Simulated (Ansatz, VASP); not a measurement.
# MgZrF6 in two plane-wave programs, part 2 of 2

Wanted: the spread between two codes on one cell, functional and k mesh. The cell is taken from a series of runs on this material, whose earlier steps may have relaxed, scaled, displaced or heated it; both programs get it as it stands.

VASP 6.6.1 and Ansatz 0.2.0.

So far: The starting structure; Ansatz: dielectric response, LDA.

### Step 3. VASP: dielectric response, LDA

Level of this step: LDA; plane waves and PAW (Mg, Zr_sv, F) (VASP).

The same cell, functional (in two slightly different forms) and mesh now go to VASP, with its own data sets.

Lines of VASP's logs that name or quote its potential files are left out, and so is its time.

Contents of INCAR:

```
SYSTEM = MgZrF6
PREC = Accurate
ENCUT = 520
EDIFF = 1E-08
NELM = 120
ISMEAR = 0
SIGMA = 0.01
LREAL = .FALSE.
ALGO = Normal
GGA = CA
NBANDS = 36
LASPH = .TRUE.
LORBIT = 11
LWAVE = .FALSE.
LCHARG = .FALSE.
ISIF = 2
LEPSILON = .TRUE.
GGA_COMPAT = .FALSE.
KPAR = 2
```

Contents of POSCAR:

```
MgZrF6
1.0
    0.0000000000      3.9880165500      3.9880165500
    3.9880165500      0.0000000000      3.9880165500
    3.9880165500      3.9880165500      0.0000000000
Mg Zr F
1 1 6
Direct
    0.5000000000      0.5000000000      0.5000000000
    0.0000000000      0.0000000000      0.0000000000
    0.7476230800      0.2523769200      0.2523769200
    0.2523769200      0.7476230800      0.7476230800
    0.2523769200      0.7476230800      0.2523769200
    0.7476230800      0.2523769200      0.7476230800
    0.2523769200      0.2523769200      0.7476230800
    0.7476230800      0.7476230800      0.2523769200
```

Contents of KPOINTS:

```
Automatic mesh
0
Gamma
6 6 6
0 0 0
```

The projector-augmented-wave data sets are Mg, Zr_sv and F (LDA family, release 64).

On the command line:

```sh
mpirun -np 2 vasp_std
```

Numbers of over 12 decimals in the logs are rounded to 6 here.

The program printed:

```text
[banner, memory and clock lines left out]
running    2 mpi-ranks, on    1 nodes
 distrk:  each k-point on    1 cores,    2 groups
 distr:  one band on    1 cores,    1 groups

 POSCAR found type information on POSCAR MgZrF
 POSCAR found :  3 types and       8 ions
 LDA part: xc-table for (Slater(with rela. corr.)+CA(PZ))
 , standard interpolation
 POSCAR, INCAR and KPOINTS ok, starting setup
 FFT: planning ... GRIDC
 FFT: planning ... GRID_SOFT
 FFT: planning ... GRID
 WAVECAR not read
 entering main loop
       N       E                     dE             d eps       ncg     rms          rms(c)
DAV:   1     0.472568856027E+03    0.47257E+03   -0.31535E+04  1152   0.148E+03
DAV:   2    -0.307491201878E+02   -0.50332E+03   -0.49214E+03  1400   0.379E+02
DAV:   3    -0.599566113904E+02   -0.29207E+02   -0.29124E+02  1428   0.962E+01
DAV:   4    -0.612731912304E+02   -0.13166E+01   -0.13147E+01  1924   0.135E+01
DAV:   5    -0.612820624383E+02   -0.88712E-02   -0.88707E-02  1348   0.121E+00    0.294E+01
DAV:   6    -0.548518266466E+02    0.64302E+01   -0.23031E+01  1296   0.350E+01    0.124E+01
DAV:   7    -0.548598313195E+02   -0.80047E-02   -0.23092E+00  1592   0.722E+00    0.764E+00
DAV:   8    -0.548319728876E+02    0.27858E-01   -0.44420E-01  1384   0.462E+00    0.164E+00
DAV:   9    -0.548101540561E+02    0.21819E-01   -0.16108E-01  1272   0.240E+00    0.620E-01
DAV:  10    -0.548101066373E+02    0.47419E-04   -0.10184E-02  1340   0.930E-01    0.231E-01
DAV:  11    -0.548099666515E+02    0.13999E-03   -0.96301E-04  1332   0.286E-01    0.319E-02
DAV:  12    -0.548100746269E+02   -0.10798E-03   -0.11438E-04  1260   0.634E-02    0.148E-02
DAV:  13    -0.548100762374E+02   -0.16106E-05   -0.20904E-05  1420   0.282E-02    0.134E-02
DAV:  14    -0.548100768547E+02   -0.61725E-06   -0.21197E-06  1284   0.121E-02    0.250E-03
DAV:  15    -0.548100769152E+02   -0.60561E-07   -0.32237E-07  1424   0.427E-03    0.207E-03
DAV:  16    -0.548100769108E+02    0.44365E-08   -0.18307E-08  1140   0.107E-03
   1 F= -.54810077E+02 E0= -.54810077E+02  d E =-.119904E-47
 Linear response reoptimize wavefunctions to high precision
DAV:   1    -0.548100769077E+02    0.31132E-08   -0.25988E-08  1264   0.968E-04
DAV:   2    -0.548100769077E+02   -0.54570E-10   -0.65866E-10   720   0.152E-04
 Linear response G [H, r] |phi>, progress :
  Direction:   1
       N       E                     dE             d eps       ncg     rms
RMM:   1    -0.205730663148E+03   -0.20573E+03    0.77396E+02  2484   0.140E+02
RMM:   2    -0.202782241239E+03    0.29484E+01   -0.24583E+01  2012   0.264E+01
RMM:   3    -0.204193630276E+03   -0.14114E+01   -0.94777E+00  2451   0.817E+00
RMM:   4    -0.204430355517E+03   -0.23673E+00   -0.18731E+00  2582   0.341E+00
RMM:   5    -0.204493234081E+03   -0.62879E-01   -0.34803E-01  2684   0.136E+00
RMM:   6    -0.204504438272E+03   -0.11204E-01   -0.66646E-02  2703   0.613E-01
RMM:   7    -0.204509741512E+03   -0.53032E-02   -0.38742E-02  2712   0.275E-01
RMM:   8    -0.204506873237E+03    0.28683E-02   -0.24004E-02  2628   0.129E-01
RMM:   9    -0.204507212365E+03   -0.33913E-03   -0.62101E-03  2591   0.606E-02
RMM:  10    -0.204507385153E+03   -0.17279E-03   -0.19350E-03  2605   0.307E-02
RMM:  11    -0.204507423406E+03   -0.38253E-04   -0.20874E-03  2609   0.161E-02
RMM:  12    -0.204507478317E+03   -0.54912E-04    0.35231E-04  2578   0.911E-03
RMM:  13    -0.204507493246E+03   -0.14929E-04   -0.80316E-04  2557   0.543E-03
RMM:  14    -0.204507490400E+03    0.28463E-05    0.85128E-05  2506   0.350E-03
RMM:  15    -0.204507501083E+03   -0.10683E-04   -0.22590E-04  2489   0.245E-03
RMM:  16    -0.204507498908E+03    0.21746E-05    0.10439E-04  2443   0.191E-03
RMM:  17    -0.204507504723E+03   -0.58145E-05    0.12789E-05  2431   0.163E-03
RMM:  18    -0.204507502804E+03    0.19187E-05    0.11973E-04  2412   0.147E-03
RMM:  19    -0.204507504840E+03   -0.20358E-05    0.52870E-05  2357   0.139E-03
RMM:  20    -0.204507504307E+03    0.53334E-06    0.53170E-05  2266   0.134E-03
RMM:  21    -0.204507504660E+03   -0.35366E-06    0.13581E-04  2199   0.132E-03
RMM:  22    -0.204507505121E+03   -0.46065E-06    0.45988E-05  2146   0.131E-03
 Linear response G [H, r] |phi>, progress :
  Direction:   2
       N       E                     dE             d eps       ncg     rms
RMM:   1    -0.205548128991E+03   -0.20555E+03    0.77237E+02  2477   0.140E+02
RMM:   2    -0.202837718910E+03    0.27104E+01   -0.24748E+01  2005   0.264E+01
RMM:   3    -0.204257843943E+03   -0.14201E+01   -0.95536E+00  2438   0.812E+00
RMM:   4    -0.204489806945E+03   -0.23196E+00   -0.18420E+00  2560   0.333E+00
RMM:   5    -0.204552398175E+03   -0.62591E-01   -0.33520E-01  2672   0.131E+00
RMM:   6    -0.204563088496E+03   -0.10690E-01   -0.61212E-02  2692   0.582E-01
RMM:   7    -0.204565383705E+03   -0.22952E-02   -0.13803E-02  2712   0.260E-01
RMM:   8    -0.204565822993E+03   -0.43929E-03   -0.86915E-04  2636   0.121E-01
[...]
RMM:  13    -0.433982721030E+00   -0.85353E-09   -0.94199E-07  2211   0.198E-04
RMM:  14    -0.433982721331E+00   -0.30083E-09   -0.49655E-07  2044   0.117E-04
RMM:  15    -0.433982721396E+00   -0.65023E-10   -0.25930E-07  1848   0.769E-05
RMM:  16    -0.433982720878E+00    0.51819E-09   -0.12289E-07  1539   0.580E-05
[...]
RMM:  13    -0.411470978564E+00   -0.97110E-09   -0.61765E-07  1879   0.166E-04
RMM:  14    -0.411470978855E+00   -0.29110E-09   -0.41704E-07  1789   0.102E-04
RMM:  15    -0.411470978888E+00   -0.33148E-10   -0.16293E-07  1576   0.701E-05
RMM:  16    -0.411470978396E+00    0.49220E-09   -0.10566E-07  1383   0.559E-05
RMM:  17    -0.411470977661E+00    0.73512E-09   -0.19910E-08  1252   0.503E-05
 change of polarisation eV/A/(eV/A) component  3 :     0.026    -0.035     0.823
 dielectric tensor                  component  3 :     0.037    -0.050     2.174
 Linear response to external field, progress :
  Direction:   1
       N       E                     dE             d eps       ncg     rms          rms(c)
RMM:   1    -0.422607789156E+00   -0.42261E+00   -0.10907E+00  4516   0.316E+00
RMM:   2    -0.424129387410E+00   -0.15216E-02   -0.27001E-02  3945   0.707E-01    0.133E+00
RMM:   3    -0.377729241907E+00    0.46400E-01   -0.11676E-01  3590   0.168E+00    0.605E-01
RMM:   4    -0.376457523134E+00    0.12717E-02   -0.98351E-03  3735   0.550E-01    0.316E-01
RMM:   5    -0.384176675191E+00   -0.77192E-02   -0.73470E-03  3736   0.466E-01    0.738E-02
RMM:   6    -0.385962977015E+00   -0.17863E-02   -0.13716E-03  4017   0.149E-01    0.357E-02
RMM:   7    -0.386616651787E+00   -0.65367E-03   -0.44251E-04  4139   0.924E-02    0.228E-02
RMM:   8    -0.386662099778E+00   -0.45448E-04   -0.15522E-04  4305   0.447E-02    0.314E-03
RMM:   9    -0.386652323418E+00    0.97764E-05   -0.37574E-05  4562   0.172E-02    0.186E-03
RMM:  10    -0.386669530023E+00   -0.17207E-04    0.16800E-04  4587   0.819E-03    0.192E-03
RMM:  11    -0.386674805691E+00   -0.52757E-05   -0.34520E-06  4510   0.520E-03    0.683E-04
RMM:  12    -0.386668890327E+00    0.59154E-05    0.27309E-05  4600   0.250E-03    0.159E-04
RMM:  13    -0.386670523363E+00   -0.16330E-05    0.30196E-05  4660   0.124E-03    0.175E-04
RMM:  14    -0.386669977367E+00    0.54600E-06    0.18892E-05  4529   0.666E-04    0.119E-04
RMM:  15    -0.386670040541E+00   -0.63174E-07    0.77132E-06  4200   0.351E-04    0.228E-05
RMM:  16    -0.386670066735E+00   -0.26194E-07    0.39393E-06  3787   0.181E-04    0.220E-05
RMM:  17    -0.386670124341E+00   -0.57607E-07    0.17992E-06  3367   0.102E-04    0.239E-05
RMM:  18    -0.386670197202E+00   -0.72860E-07    0.83812E-07  3333   0.710E-05    0.700E-06
 change of polarisation eV/A/(eV/A) component  1 :     0.728     0.030     0.011
 dielectric tensor                  component  1 :     2.039     0.043     0.016
 Linear response to external field, progress :
  Direction:   2
       N       E                     dE             d eps       ncg     rms          rms(c)
RMM:   1    -0.423016020564E+00   -0.42302E+00   -0.10948E+00  4532   0.316E+00
RMM:   2    -0.424077095589E+00   -0.10611E-02   -0.26624E-02  3962   0.713E-01    0.133E+00
RMM:   3    -0.377731584552E+00    0.46346E-01   -0.11692E-01  3597   0.169E+00    0.604E-01
RMM:   4    -0.376467802503E+00    0.12638E-02   -0.10117E-02  3750   0.551E-01    0.316E-01
RMM:   5    -0.384182998537E+00   -0.77152E-02   -0.74551E-03  3749   0.467E-01    0.738E-02
RMM:   6    -0.385960144564E+00   -0.17771E-02   -0.14095E-03  4037   0.150E-01    0.358E-02
RMM:   7    -0.386614557944E+00   -0.65441E-03   -0.45119E-04  4166   0.933E-02    0.229E-02
RMM:   8    -0.386662357736E+00   -0.47800E-04   -0.16078E-04  4335   0.454E-02    0.323E-03
RMM:   9    -0.386653973779E+00    0.83840E-05   -0.53718E-05  4590   0.177E-02    0.188E-03
RMM:  10    -0.386666709335E+00   -0.12736E-04    0.22133E-04  4612   0.843E-03    0.198E-03
RMM:  11    -0.386675254467E+00   -0.85451E-05   -0.14569E-04  4545   0.532E-03    0.668E-04
RMM:  12    -0.386669019413E+00    0.62351E-05   -0.61829E-05  4641   0.255E-03    0.154E-04
RMM:  13    -0.386670885416E+00   -0.18660E-05   -0.18896E-05  4680   0.129E-03    0.222E-04
RMM:  14    -0.386669813734E+00    0.10717E-05   -0.55476E-06  4570   0.707E-04    0.128E-04
RMM:  15    -0.386669907492E+00   -0.93758E-07   -0.33288E-06  4264   0.367E-04    0.330E-05
RMM:  16    -0.386669965514E+00   -0.58022E-07   -0.82232E-07  3915   0.189E-04    0.247E-05
RMM:  17    -0.386670036293E+00   -0.70779E-07    0.23606E-07  3405   0.103E-04    0.304E-05
RMM:  18    -0.386670095509E+00   -0.59216E-07    0.39989E-07  3374   0.731E-05    0.923E-06
 change of polarisation eV/A/(eV/A) component  2 :     0.020     0.728    -0.011
 dielectric tensor                  component  2 :     0.029     2.039    -0.016
 Linear response to external field, progress :
  Direction:   3
       N       E                     dE             d eps       ncg     rms          rms(c)
RMM:   1    -0.422935966513E+00   -0.42294E+00   -0.10940E+00  4525   0.316E+00
RMM:   2    -0.424082407813E+00   -0.11464E-02   -0.26680E-02  3946   0.712E-01    0.133E+00
RMM:   3    -0.377771046623E+00    0.46311E-01   -0.11727E-01  3585   0.168E+00    0.604E-01
RMM:   4    -0.376477504962E+00    0.12935E-02   -0.10172E-02  3738   0.551E-01    0.316E-01
RMM:   5    -0.384184679305E+00   -0.77072E-02   -0.74615E-03  3728   0.467E-01    0.738E-02
RMM:   6    -0.385960483247E+00   -0.17758E-02   -0.14049E-03  4020   0.150E-01    0.357E-02
RMM:   7    -0.386614458103E+00   -0.65397E-03   -0.44996E-04  4134   0.930E-02    0.229E-02
RMM:   8    -0.386662348383E+00   -0.47890E-04   -0.16109E-04  4308   0.453E-02    0.320E-03
RMM:   9    -0.386653886425E+00    0.84620E-05   -0.55248E-05  4566   0.176E-02    0.187E-03
RMM:  10    -0.386673979448E+00   -0.20093E-04    0.14233E-04  4582   0.841E-03    0.195E-03
RMM:  11    -0.386675661397E+00   -0.16819E-05   -0.86788E-05  4512   0.528E-03    0.664E-04
RMM:  12    -0.386669240942E+00    0.64205E-05   -0.32733E-06  4625   0.255E-03    0.168E-04
RMM:  13    -0.386670579970E+00   -0.13390E-05   -0.32343E-06  4667   0.128E-03    0.192E-04
RMM:  14    -0.386669876140E+00    0.70383E-06    0.96863E-07  4555   0.685E-04    0.118E-04
RMM:  15    -0.386669838188E+00    0.37952E-07   -0.66389E-07  4197   0.359E-04    0.271E-05
RMM:  16    -0.386669917829E+00   -0.79641E-07    0.15352E-06  3838   0.184E-04    0.267E-05
RMM:  17    -0.386670016600E+00   -0.98771E-07    0.98604E-07  3417   0.103E-04    0.266E-05
RMM:  18    -0.386670110427E+00   -0.93827E-07    0.70493E-07  3489   0.750E-05    0.455E-06
 change of polarisation eV/A/(eV/A) component  3 :    -0.003     0.006     0.728
 dielectric tensor                  component  3 :    -0.004     0.008     2.039
 Born effective charges drift removed
```

OUTCAR, selected parts (step 3):

```text
ion  position               nearest neighbor table
   1  0.500  0.500  0.500-   3 1.98   4 1.98   5 1.98   6 1.98   7 1.98   8 1.98
   2  0.000  0.000  0.000-   3 2.01   4 2.01   5 2.01   6 2.01   7 2.01   8 2.01
   3  0.748  0.252  0.252-   1 1.98   2 2.01
   4  0.252  0.748  0.748-   1 1.98   2 2.01
   5  0.252  0.748  0.252-   1 1.98   2 2.01
   6  0.748  0.252  0.748-   1 1.98   2 2.01
   7  0.252  0.252  0.748-   1 1.98   2 2.01
   8  0.748  0.748  0.252-   1 1.98   2 2.01

  LATTYP: Found a face centered cubic cell.
 ALAT       =     7.9760331000

 Subroutine GETGRP returns: Found 48 space group operations
 (whereof 48 operations were pure point group operations)

The static configuration has the point symmetry O_h .

 Found     16 irreducible k-points:

   k-points           NKPTS =     16   k-points in BZ     NKDIM =     16   number of bands    NBANDS=     36

   dimension x,y,z NGX =    42 NGY =   42 NGZ =   42
   dimension x,y,z NGXF=    84 NGYF=   84 NGZF=   84

   ENCUT  =  520.0 eV  38.22 Ry    6.18 a.u.  10.49 10.49 10.49*2*pi/ulx,y,z

   NELECT =      56.0000    total number of electrons

 k-points in reciprocal lattice and weights: Automatic mesh
   0.00000000  0.00000000  0.00000000       0.005
   0.16666667  0.00000000  0.00000000       0.037
   0.33333333  0.00000000  0.00000000       0.037
   0.50000000  0.00000000  0.00000000       0.019
   0.16666667  0.16666667  0.00000000       0.028
   0.33333333  0.16666667  0.00000000       0.111
   0.50000000  0.16666667  0.00000000       0.111
  -0.33333333  0.16666667  0.00000000       0.111
  -0.16666667  0.16666667  0.00000000       0.056
[...]
-0.33333333  0.33333333  0.16666667       0.111
  -0.33333333  0.50000000  0.16666667       0.056

 average (electrostatic) potential at core
       1 -39.3497       2 -83.8956       3 -78.9278       4 -78.9278       5 -78.9278
       6 -78.9278       7 -78.9278       8 -78.9278

  Total       -3.0378213     -3.0378213     -3.0378213      0.0000000      0.0000000      0.0000000
  in kB      -38.3682473    -38.3682473    -38.3682473      0.0000000      0.0000000      0.0000000
  external PRESSURE =     -38.3682473 kB  Pullay stress =       0.0000000 kB

  energy-cutoff  :      520.00
  volume of cell :      126.85
      direct lattice vectors                 reciprocal lattice vectors
     0.000000000  3.988016550  3.988016550    -0.125375608  0.125375608  0.125375608
     3.988016550  0.000000000  3.988016550     0.125375608 -0.125375608  0.125375608
     3.988016550  3.988016550  0.000000000     0.125375608  0.125375608 -0.125375608

 POSITION                                       TOTAL-FORCE (eV/Angst)
 -----------------------------------------------------------------------------------
      3.98802      3.98802      3.98802         0.000000      0.000000     -0.000000
      0.00000      0.00000      0.00000        -0.000000     -0.000000     -0.000000
      2.01297      3.98802      3.98802        -0.132962      0.000000      0.000000
      5.96307      3.98802      3.98802         0.132962      0.000000      0.000000
      3.98802      2.01297      3.98802         0.000000     -0.132962      0.000000
      3.98802      5.96307      3.98802         0.000000      0.132962      0.000000
      3.98802      3.98802      2.01297         0.000000      0.000000     -0.132962
      3.98802      3.98802      5.96307         0.000000      0.000000      0.132962
 -----------------------------------------------------------------------------------
    total drift:                               -0.000000     -0.000000      0.000000

 MACROSCOPIC STATIC DIELECTRIC TENSOR (including local field effects in DFT)
 ------------------------------------------------------
           2.038987     0.000000     0.000000
           0.000000     2.038987     0.000000
           0.000000     0.000000     2.038987
 ------------------------------------------------------

 PIEZOELECTRIC TENSOR (including local field effects)  for field in x, y, z        (C/m^2)
          XX          YY          ZZ          XY          YZ          ZX
  --------------------------------------------------------------------------------
  x     0.00000     0.00000     0.00000     0.00000     0.00000     0.00000
  y     0.00000     0.00000     0.00000     0.00000     0.00000     0.00000
  z     0.00000     0.00000     0.00000     0.00000     0.00000     0.00000

 BORN EFFECTIVE CHARGES (including local field effects) (in |e|, cummulative output)
 ---------------------------------------------------------------------------------
 ion    1
    1     2.40697     0.00000     0.00000
    2     0.00000     2.40697     0.00000
    3     0.00000     0.00000     2.40697
 ion    2
    1     4.34455     0.00000     0.00000
    2     0.00000     4.34455     0.00000
    3     0.00000     0.00000     4.34455
 ion    3
    1    -2.07880     0.00000     0.00000
    2     0.00000    -0.64848     0.00000
    3     0.00000     0.00000    -0.64848
 ion    4
    1    -2.07880     0.00000     0.00000
    2     0.00000    -0.64848     0.00000
    3     0.00000     0.00000    -0.64848
 ion    5
    1    -0.64848     0.00000     0.00000
    2     0.00000    -2.07880     0.00000
    3     0.00000     0.00000    -0.64848
 ion    6
    1    -0.64848     0.00000     0.00000
    2     0.00000    -2.07880     0.00000
    3     0.00000     0.00000    -0.64848
 ion    7
    1    -0.64848     0.00000     0.00000
    2     0.00000    -0.64848     0.00000
    3     0.00000     0.00000    -2.07880
 ion    8
    1    -0.64848     0.00000     0.00000
    2     0.00000    -0.64848     0.00000
    3     0.00000     0.00000    -2.07880
```

The gap is read on the k-mesh alone, so it is an upper bound where the band edges lie off the mesh. Energies printed during the response cycles are not total energies of the cell.

### Step 4. Differences

Known differences besides the potentials themselves: the two LDA forms differ slightly; fixed occupations in Ansatz, narrow Gaussian smearing in VASP; the data sets hold 64 valence electrons in Ansatz (on its default PAW (the set named soft_2) files) and 56 in VASP; the cutoff is 420 eV in Ansatz and 520 eV in VASP; VASP's log shows a relativistic correction to its local exchange, Ansatz's none. Total energies have different zeros and are not compared.

Compared:

```csv
quantity,Ansatz,VASP,difference
ε∞ xx,2.05,2.04,+0.78 %
ε∞ yy,2.05,2.04,+0.78 %
ε∞ zz,2.05,2.04,+0.78 %
```

### Step 5. What came out

- difference in ε∞ xx (dielectric response, LDA): 0.78 %

The difference in ε∞ xx is 0.78 % (dielectric response, LDA), within the 5 % picked in this series as the mark of a large difference. The data sets hold unlike numbers of valence electrons (64 in Ansatz and 56 in VASP), so part of the differences comes from the potentials. Such differences can come from data sets, numerical settings and the points named under the comparisons, not from the functional's error against experiment.

[Lines on the potential files, build, host, timing and source positions are cut from VASP's logs without a mark.]

[Logs are printed without paths, hosts, clocks, repeated set-up lines and the standing remarks that a program may print on its own settings, such as how far it seeks lower states.]

[Hosts, paths, dates, database ids (printed as entryN), source tags and the programs' standing remarks are cut or masked in the printed files.]
